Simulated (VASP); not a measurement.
Calculation: LDA (Ceperley-Alder, Perdew-Zunger), VASP's LDA PAW potentials (set 64) (plane waves; VASP 6.6.1).

Input for VASP

File KPOINTS:
```
kpoints
0
G
5 5 5
0 0 0
```

**INCAR**
```
LASPH=T
LCHARG=F
ISMEAR=-1   ! Fermi-Dirac
ISIF=2   ! forces and stress, cell fixed
EDIFF=1E-6   ! SCF stop (eV)
LMAXMIX=4   ! l cut-off of mixed one-centre charges
LWAVE=F
ALGO=Normal   ! blocked Davidson
LREAL=F   ! projection in real space or not
SIGMA=0.136   ! width (eV)
NELM=100   ! most electronic steps
SYSTEM=Y2Ni2Sn
PREC=Accurate
ENCUT=300
```

### POSCAR
```
Y2Ni2Sn
1
   -2.1357400000     2.7978350000     4.1464200000
    2.1357400000    -2.7978350000     4.1464200000
    2.1357400000     2.7978350000    -4.1464200000
Y Ni Sn
2 2 1
Direct
  0.7032200000   0.2032200000   0.5000000000
  0.2967800000   0.7967800000   0.5000000000
  0.7118000000   0.5000000000   0.2118000000
  0.2882000000   0.5000000000   0.7882000000
  0.0000000000   0.0000000000   0.0000000000
```

POTCAR, in this order: Y_sv Ni Sn_d (LDA.64 set). Program: vasp_std.

At this cut-off the stress carries a Pulay error, which pulls relaxed volumes low. Unless said otherwise, spin-orbit coupling is left out, though it shifts the bands of the heavy elements here.

Estimate the energy per atom (σ→0), pressure, largest force, band gap (on the k-mesh).

```yaml
energy per atom (σ→0): -6.938 eV/atom
band gap (on the k-mesh): none (metal, semimetal or under 0.01 eV)
pressure: -5.90 GPa
largest_force: 0.053 eV/Å
```

**OSZICAR**
```
...
DAV:  13    -0.348037142807E+02   -0.32747E-03   -0.58967E-03  2260   0.404E-01    0.631E-01
DAV:  14    -0.348014291186E+02    0.22852E-02   -0.32596E-03  2683   0.467E-01    0.343E-01
DAV:  15    -0.348008589788E+02    0.57014E-03   -0.16946E-03  2604   0.273E-01    0.164E-01
DAV:  16    -0.348008920920E+02   -0.33113E-04   -0.12717E-04  2627   0.625E-02    0.129E-01
DAV:  17    -0.348008245280E+02    0.67564E-04   -0.13127E-04  2763   0.969E-02    0.401E-02
DAV:  18    -0.348008157882E+02    0.87398E-05   -0.42535E-05  2516   0.436E-02    0.612E-03
DAV:  19    -0.348008163142E+02   -0.52592E-06   -0.32141E-06  1593   0.967E-03
   1 F= -.34800816E+02 E0= -.34689979E+02  d E =-.221675E+00
```

The structure comes from a computed database's Y2Ni2Sn entry (Immm); how it stands against other phases isn't given here. The cell was not relaxed at this level. The k-mesh is coarse (spacing up to 0.37 per Å, 2π included), so the numbers may not be converged in it. The run is one of a series of settings (GGA removed, POTCAR Y_sv Ni Sn_d (LDA.64 set) against the base run), some of them coarse on purpose. The run is not spin-polarised, so no magnetic state was tried.
